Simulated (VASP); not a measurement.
## Al3GaN4 (space group Pm): computed properties

All values below come from PBEsol GGA, VASP's PBE PAW potentials (set 64) (plane waves; VASP).

* **space group**: Pm (6)
* **cell**: a = 5.041 Å, b = 3.129 Å, c = 5.415 Å, α = 90.00°, β = 90.04°, γ = 90.00°
* **volume per atom**: 10.67 Å³/atom
* **band gap (over mesh and band path)**: 3.51 eV
* **smallest direct gap (over mesh and band path)**: 3.51 eV
* **band-edge character**: direct, Γ to Γ
* **density**: 4.02 g/cm³
* **mean ε∞ (independent particles)**: 5.00

```yaml
crystal:
  lattice:
    - [5.04096, 0.00000, -0.00013]
    - [0.00000, 3.12866, 0.00000]
    - [-0.00349, 0.00000, 5.41470]
  atoms:
    - { symbol: Al, position: [0.50020, 0.50000, 0.16738] }
    - { symbol: Al, position: [0.00097, 0.50000, 0.83486] }
    - { symbol: Al, position: [0.00104, 0.00000, 0.33168] }
    - { symbol: Ga, position: [0.49948, 0.00000, 0.66624] }
    - { symbol: N, position: [0.11126, 0.00000, 0.66633] }
    - { symbol: N, position: [0.12249, 0.50000, 0.16723] }
    - { symbol: N, position: [0.62503, 0.50000, 0.84016] }
    - { symbol: N, position: [0.62313, 0.00000, 0.32633] }
```

The structure comes from a computed database's Al3GaN4 entry (Pm); how it stands against other phases isn't given here. It was relaxed first. Symmetry was kept, so distortions that lower it aren't found.
